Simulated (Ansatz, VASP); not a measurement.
# Cross-check of TaNi3 between VASP and Ansatz

Wanted: the spread between two codes on one cell, functional and k mesh. The cell is taken from a series of runs on this material, whose earlier steps may have relaxed, scaled, displaced or heated it; both programs get it as it stands.

Method: plane waves, with VASP 6.6.1 beside it; single point at r2SCAN, in Ansatz 0.2.0.

### Step 1. Starting point

It takes space group Fmmm (No. 69, orthorhombic). Conventional cell: a = 5.093 Å, b = 5.102 Å, c = 7.409 Å, α = 90.00°, β = 90.00°, γ = 90.00°. Nearest to Ta lie 12 Ni at 2.55 to 2.58 Å. Nearest to Ni lie 8 Ni at 2.55 to 2.58 Å and 4 Ta at 2.58 Å. Nearest to Ni lie 4 Ta at 2.55 Å and 8 Ni at 2.58 Å. Farther neighbours are not listed.

As a file:

```
Ta Ni
1.0
     0.00000    2.55115    3.70454
     2.54639    0.00000    3.70454
     2.54639    2.55115    0.00000
Ta Ni
1 3
Direct
  0.00000 0.00000 0.00000
  0.75000 0.75000 0.75000
  0.25000 0.25000 0.25000
  0.50000 0.50000 0.50000
```

### Step 2. VASP: single point, r2SCAN

A single point gives forces, pressure and levels at one fixed geometry, so differences don't come from the geometry; what else differs is listed under the comparison.

Lines of VASP's logs that name or quote its potential files are left out, and so is its time.

Contents of INCAR:

```
SYSTEM = TaNi3
PREC = Accurate
ENCUT = 660
EDIFF = 1E-06
NELM = 200
ISMEAR = -1
SIGMA = 0.05
LREAL = .FALSE.
ALGO = Normal
METAGGA = R2SCAN
LASPH = .TRUE.
NBANDS = 28
ISPIN = 2
MAGMOM = 0 -0 -0 -0
LMAXMIX = 4
LORBIT = 11
LWAVE = .FALSE.
LCHARG = .FALSE.
ISIF = 2
GGA_COMPAT = .FALSE.
LMIXTAU = .TRUE.
KPAR = 2
```

Contents of POSCAR:

```
TaNi3
1.0
    0.0000000000      2.5511481569      3.7045443348
    2.5463897099      0.0000000000      3.7045443348
    2.5463897099      2.5511481569      0.0000000000
Ta Ni
1 3
Direct
    0.0000000000      0.0000000000      0.0000000000
    0.7500000000      0.7500000000      0.7500000000
    0.2500000000      0.2500000000      0.2500000000
    0.5000000000      0.5000000000      0.5000000000
```

Contents of KPOINTS:

```
Automatic mesh
0
Gamma
10 10 10
0 0 0
```

Potentials, in the order of the species: Ta_pv and Ni (PBE family, release 64).

Command:

```bash
mpirun -np 2 vasp_std
```

Numbers of over 12 decimals in the logs are rounded to 6 here.

Log:

```text
[banner, memory and clock lines left out]
running    2 mpi-ranks, on    1 nodes
 distrk:  each k-point on    1 cores,    2 groups
 distr:  one band on    1 cores,    1 groups

 POSCAR found type information on POSCAR TaNi
 POSCAR found :  2 types and       4 ions
|                                                                             |
|               ----> ADVICE to this user running VASP <----                  |
|                                                                             |
|     You enforced a specific xc type in the INCAR file but a different       |
|     [... a line on the potential file left out ...]
|     I HOPE YOU KNOW WHAT YOU ARE DOING!                                     |
|                                                                             |

 LDA part: xc-table for (None), standard interpolation
 POSCAR, INCAR and KPOINTS ok, starting setup
 FFT: planning ... GRIDC
 FFT: planning ... GRID_SOFT
 FFT: planning ... GRID
 WAVECAR not read
 entering main loop
       N       E                     dE             d eps       ncg     rms          rms(c)
DAV:   1     0.281383366944E+03    0.28138E+03   -0.23158E+04 19176   0.237E+03
DAV:   2    -0.727284889622E+02   -0.35411E+03   -0.34302E+03 19184   0.456E+02
DAV:   3    -0.958912147718E+02   -0.23163E+02   -0.22032E+02 21212   0.138E+02
DAV:   4    -0.966053689965E+02   -0.71415E+00   -0.70784E+00 20860   0.229E+01
DAV:   5    -0.966263572790E+02   -0.20988E-01   -0.20981E-01 25092   0.355E+00    0.259E+01
DAV:   6    -0.939824362883E+02    0.26439E+01   -0.66028E+01 20744   0.131E+02    0.255E+01
DAV:   7    -0.857663442245E+02    0.82161E+01   -0.21432E+01 23748   0.777E+01    0.622E+00
DAV:   8    -0.864780874594E+02   -0.71174E+00   -0.47751E+00 24452   0.466E+01    0.107E+01
DAV:   9    -0.858590695986E+02    0.61902E+00   -0.55429E+00 25248   0.339E+01    0.377E+00
DAV:  10    -0.857643948771E+02    0.94675E-01   -0.39833E-01 24880   0.946E+00    0.100E+00
DAV:  11    -0.857691859497E+02   -0.47911E-02   -0.55051E-02 22568   0.266E+00    0.516E-01
DAV:  12    -0.857707804086E+02   -0.15945E-02   -0.55939E-03 26872   0.115E+00    0.245E-01
DAV:  13    -0.857708424397E+02   -0.62031E-04   -0.13859E-03 23032   0.530E-01    0.857E-02
DAV:  14    -0.857706593079E+02    0.18313E-03   -0.26556E-04 20496   0.155E-01    0.419E-02
DAV:  15    -0.857708256240E+02   -0.16632E-03   -0.17081E-04 20788   0.123E-01    0.145E-02
DAV:  16    -0.857708437228E+02   -0.18099E-04   -0.17859E-05 22820   0.442E-02    0.137E-02
DAV:  17    -0.857708414014E+02    0.23214E-05   -0.24260E-06 16576   0.204E-02    0.607E-03
DAV:  18    -0.857708434678E+02   -0.20664E-05   -0.14233E-06 16688   0.111E-02    0.225E-03
DAV:  19    -0.857708431343E+02    0.33357E-06   -0.41845E-07 11312   0.708E-03
   1 F= -.85770843E+02 E0= -.85765780E+02  d E =-.101267E-01  mag=    -0.0000
```

From OUTCAR (step 2):

```text
ion  position               nearest neighbor table
   1  0.000  0.000  0.000-   4 2.55   4 2.55   4 2.55   4 2.55   3 2.58   2 2.58   2 2.58   3 2.58
                             2 2.58   3 2.58   3 2.58   2 2.58
   2  0.750  0.750  0.750-   3 2.55   3 2.55   3 2.55   3 2.55   1 2.58   4 2.58   4 2.58   1 2.58
                             1 2.58   4 2.58   1 2.58   4 2.58
   3  0.250  0.250  0.250-   2 2.55   2 2.55   2 2.55   2 2.55   4 2.58   1 2.58   1 2.58   1 2.58
                             4 2.58   4 2.58   1 2.58   4 2.58
   4  0.500  0.500  0.500-   1 2.55   1 2.55   1 2.55   1 2.55   2 2.58   3 2.58   3 2.58   2 2.58
                             2 2.58   3 2.58   3 2.58   2 2.58

  LATTYP: Found a face centered orthorhombic cell.
 ALAT       =     5.0927794198
 B/A-ratio  =     1.0018687034
 C/A-ratio  =     1.4548222216

 Subroutine GETGRP returns: Found  8 space group operations
 (whereof  8 operations were pure point group operations)

The static configuration has the point symmetry D_2h.

 Found    171 irreducible k-points:

   k-points           NKPTS =    171   k-points in BZ     NKDIM =    171   number of bands    NBANDS=     28

   dimension x,y,z NGX =    40 NGY =   40 NGZ =   30
   dimension x,y,z NGXF=    80 NGYF=   80 NGZF=   60

   ENCUT  =  660.0 eV  48.51 Ry    6.96 a.u.   9.42  9.42  7.55*2*pi/ulx,y,z

   NELECT =      41.0000    total number of electrons

 k-points in reciprocal lattice and weights: Automatic mesh
   0.00000000  0.00000000  0.00000000       0.001
   0.10000000  0.00000000  0.00000000       0.008
   0.20000000  0.00000000  0.00000000       0.008
   0.30000000  0.00000000  0.00000000       0.008
   0.40000000  0.00000000  0.00000000       0.008
   0.50000000  0.00000000  0.00000000       0.004
   0.10000000  0.10000000  0.00000000       0.002
   0.20000000  0.10000000  0.00000000       0.008
   0.30000000  0.10000000  0.00000000       0.008
[...]
-0.10000000  0.40000000  0.50000000       0.002
   0.00000000  0.50000000  0.50000000       0.001

 average (electrostatic) potential at core
       1 -39.9480       2 -87.9190       3 -87.9190       4 -87.9234

 E-fermi :   8.7422

 spin component 1
 k-point     1 :       0.0000    0.0000    0.0000
  band No.  band energies     occupation
    ...
     15       6.6865      1.00000
     16       7.1698      1.00000
     17       7.4226      1.00000
     18       7.6933      1.00000
     19       8.4344      0.99788
     20       9.9162      0.00000
     21      10.0149      0.00000
     22      10.1091      0.00000
     23      10.1108      0.00000
     24      10.8883      0.00000
    ...

 k-point     2 :       0.1000    0.0000    0.0000
  band No.  band energies     occupation
    ...
     15       6.7215      1.00000
     16       7.2262      1.00000
     17       7.4210      1.00000
     18       7.6620      1.00000
     19       8.3584      0.99954
     20       9.1545      0.00026
     21       9.8015      0.00000
     22      10.0775      0.00000
     23      10.1752      0.00000
     24      11.7221      0.00000
    ...

 k-point     3 :       0.2000    0.0000    0.0000
  band No.  band energies     occupation
    ...
     16       7.2855      1.00000
     17       7.4057      1.00000
     18       7.5596      1.00000
     19       8.0547      1.00000
     20       8.1803      0.99999
     21       9.4474      0.00000
     22      10.2438      0.00000
     23      10.2680      0.00000
     24      11.3819      0.00000
     25      12.3905      0.00000
    ...

 k-point     4 :       0.3000    0.0000    0.0000
  band No.  band energies     occupation
    ...
     16       7.1133      1.00000
     17       7.2380      1.00000
     18       7.3815      1.00000
     19       7.7020      1.00000
     20       8.0064      1.00000
     21       8.9185      0.02861
     22       9.9433      0.00000
     23      10.4890      0.00000
     24      11.0449      0.00000
     25      12.2636      0.00000
    ...

 k-point     5 :       0.4000    0.0000    0.0000
  band No.  band energies     occupation
    ...
     17       7.2423      1.00000
     18       7.2782      1.00000
     19       7.7415      1.00000
     20       7.9277      1.00000
     21       8.4148      0.99857
     22       9.3636      0.00000
     23      10.7465      0.00000
     24      11.1623      0.00000
     25      11.8787      0.00000
     26      13.0054      0.00000
    ...

 k-point     6 :       0.5000    0.0000    0.0000
  band No.  band energies     occupation
    ...
     17       7.2062      1.00000
     18       7.2772      1.00000
     19       7.7696      1.00000
     20       7.9220      1.00000
     21       8.2143      0.99997
     22       9.1107      0.00063
     23      10.8391      0.00000
     24      11.2366      0.00000
     25      11.8802      0.00000
     26      12.5166      0.00000
    ...

  Total        0.0248626     -0.1316416      0.1588150      0.0000000      0.0000000      0.0000000
  in kB        0.8276223     -4.3820613      5.2866052      0.0000000      0.0000000      0.0000000
  external PRESSURE =       0.5773887 kB  Pullay stress =       0.0000000 kB

  energy-cutoff  :      660.00
  volume of cell :       48.13
      direct lattice vectors                 reciprocal lattice vectors
     0.000000000  2.551148157  3.704544335    -0.196356433  0.195990185  0.134969366
     2.546389710  0.000000000  3.704544335     0.196356433 -0.195990185  0.134969366
     2.546389710  2.551148157  0.000000000     0.196356433  0.195990185 -0.134969366

 POSITION                                       TOTAL-FORCE (eV/Angst)
 -----------------------------------------------------------------------------------
      0.00000      0.00000      0.00000        -0.000000      0.000000      0.000000
      3.81958      3.82672      5.55682         0.000000     -0.000000     -0.000000
      1.27319      1.27557      1.85227        -0.000000      0.000000      0.000000
      2.54639      2.55115      3.70454        -0.000000      0.000000      0.000000
 -----------------------------------------------------------------------------------
    total drift:                               -0.000000      0.000000      0.000000

  FREE ENERGIE OF THE ION-ELECTRON SYSTEM (eV)
  ---------------------------------------------------
  free  energy   TOTEN  =       -85.7708431343 eV

  energy  without entropy=      -85.7607164504  energy(sigma->0) =      -85.76577979

 total charge
# of ion       s       p       d       tot
------------------------------------------
    1        0.409   6.222   2.272   8.902
    2        0.540   0.581   8.378   9.499
    3        0.540   0.581   8.378   9.499
    4        0.560   0.555   8.408   9.522
--------------------------------------------------
tot          2.048   7.939  27.436  37.423

 magnetization (x)
# of ion       s       p       d       tot
------------------------------------------
    1       -0.000   0.000   0.000   0.000
    2       -0.000  -0.000  -0.000  -0.000
    3       -0.000  -0.000  -0.000  -0.000
    4        0.000  -0.000   0.000   0.000
--------------------------------------------------
tot         -0.000  -0.000   0.000  -0.000

[... 1 further part left out ...]
```

This run allows spin, but its moments start at zero, where symmetry between the spins tends to hold them, although Ni can carry a moment. Its electron count is odd, so without a moment it is a metal by construction.

(Part 1 of 2 ends here.)

[Lines on the potential files, build, host, timing and source positions are cut from VASP's logs without a mark.]

[Logs are printed without paths, hosts, clocks, repeated set-up lines and the standing remarks that a program may print on its own settings, such as how far it seeks lower states.]

[Hosts, paths, dates, database ids (printed as entryN), source tags and the programs' standing remarks are cut or masked in the printed files.]
